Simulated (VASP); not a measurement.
Write the native input for VASP 6.6.1 that does the following.

```
Task                   : relaxation of cell and atoms
Functional             : PBE
Dispersion             : dDsC
Potentials or basis    : VASP PAW PBE potentials, release 64 (Mo_sv, I)
Cutoff                 : 600 eV
k mesh                 : 7 × 7 × 5
Occupations            : fermi-dirac, width 0.05 eV
Spin                   : no spin polarisation
Further INCAR settings : ALGO = Normal; EDIFF = 1e-06; IBRION = 2; EDIFFG = -0.005; NSW = 40; ISIF = 3
```

The structure of MoI lies in POSCAR:

```
MoI
1.0
    3.6232628200      0.0000000000      0.0000000000
    0.0000000000      3.6232628200      0.0000000000
    0.0000000000      0.0000000000      5.0420814100
Mo I
1 1
Direct
    0.5000000000      0.5000000000      0.5000000000
    0.0000000000      0.0000000000      0.5000000000
```

The cell was built by a generator and needn't be a form met in nature.

One way to write it, as run:

INCAR

```
ALGO = Normal ; EDIFF = 1E-6
EDIFFG = -0.005 ; ENCUT = 600
GGA = PE ; IBRION = 2
ISIF = 3 ; ISMEAR = -1
IVDW = 4 ; LASPH = True
LCHARG = False ; LREAL = False
LWAVE = False ; NELM = 100
NSW = 40 ; PREC = Accurate
SIGMA = 0.05
```

KPOINTS

```
k-points
0
Gamma
  7 7 5
```

Potentials or basis: VASP PAW PBE potentials, release 64 (Mo_sv, I).

Run with:

```bash
$ cat potpaw_PBE.64/Mo_sv/POTCAR potpaw_PBE.64/I/POTCAR > POTCAR
$ mpirun -np 1 vasp_std > vasp.out
```

It gave:

The relaxed volume is 23.31 Å³/atom and the relaxed cell is a = 3.861 Å, b = 3.861 Å, c = 3.127 Å, α = 90.00°, β = 90.00°, γ = 90.00°. The space group after relaxing (to 0.05 Å) is P4/mmm (No. 123) and the energy gained by relaxing is 749.0 meV/atom. The ionic steps are 22 and the pressure after relaxing is 0.0 GPa. The band gap on the k mesh is none (metal or under the smearing width), the hirshfeld charges are Mo -0.03; I +0.03 e and the dispersion energy per atom is -0.266 eV.

Caveat: the volume moved by over 15 % at a fixed basis, so the end points are rough; an odd number of electrons without spin polarisation forces a metal; a magnetic or distorted state may lie lower.

It took 5.3 min on 1 thread of Intel(R) Xeon(R) Platinum 8488C (Sapphire Rapids), with other jobs on the host, peak memory 0.22 GiB.
